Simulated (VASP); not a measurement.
Input for VASP

### INCAR
```
ALGO = Normal
EDIFF = 1E-7
ENCUT = 520
GGA = PE
ISIF = 2
ISMEAR = -5
LASPH = T
LCHARG = T
LEFG = T
LORBIT = 11
LREAL = F
LWAVE = F
NEDOS = 601
NELM = 100
PREC = Accurate
SYSTEM = Al2O3
```

**POSCAR**
```
Al2O3
1
    4.5889990646    -2.4036841573     0.0003148625
    4.5889990646     2.4036841573     0.0003148625
    3.3296947971     0.0000000000     3.9685943997
Al O
4 6
Direct
  0.8521477052   0.8521477052   0.8521477052
  0.3521477052   0.3521477052   0.3521477052
  0.1478522948   0.1478522948   0.1478522948
  0.6478522948   0.6478522948   0.6478522948
  0.4438187044   0.0561812956   0.7500000000
  0.0561812956   0.7500000000   0.4438187044
  0.5561812956   0.9438187044   0.2500000000
  0.2500000000   0.5561812956   0.9438187044
  0.9438187044   0.2500000000   0.5561812956
  0.7500000000   0.4438187044   0.0561812956
```

File KPOINTS:
```
Automatic mesh
0
Gamma
6 6 6
0 0 0
```

POTCAR, in this order: Al O (PBE.64 set). Program: vasp_std.

Q: Write an equivalent input for Quantum ESPRESSO's pw.x.

A: One equivalent input (not run):
```
&CONTROL
  calculation = 'scf'
  pseudo_dir = './pseudo'
  outdir = './out'
  tprnfor = .true.
  tstress = .true.
/
&SYSTEM
  ibrav = 0
  nat = 10
  ntyp = 2
  ecutwfc = 84
  occupations = 'tetrahedra'
  input_dft = 'pbe'
/
&ELECTRONS
  conv_thr = 7.3e-09
  electron_maxstep = 100
/
ATOMIC_SPECIES
  Al 26.982 Al.upf
  O 15.999 O.upf
CELL_PARAMETERS angstrom
     4.5889991   -2.4036842    0.0003149
     4.5889991    2.4036842    0.0003149
     3.3296948    0.0000000    3.9685944
ATOMIC_POSITIONS crystal
  Al   0.8521477  0.8521477  0.8521477
  Al   0.3521477  0.3521477  0.3521477
  Al   0.1478523  0.1478523  0.1478523
  Al   0.6478523  0.6478523  0.6478523
  O    0.4438187  0.0561813  0.7500000
  O    0.0561813  0.7500000  0.4438187
  O    0.5561813  0.9438187  0.2500000
  O    0.2500000  0.5561813  0.9438187
  O    0.9438187  0.2500000  0.5561813
  O    0.7500000  0.4438187  0.0561813
K_POINTS automatic
  6 6 6 0 0 0
```
The two are equivalent in intent, not identical: the potentials are each code's own (VASP's PAW set, PseudoDojo norm-conserving files in pw.x), so ENCUT and ecutwfc are chosen apart and not converted; conv_thr bounds pw.x's estimated SCF error, while EDIFF bounds the energy change between steps; the field gradients of LEFG aren't asked of the other code.

The compound is Al2O3 in the corundum structure. It was relaxed first.
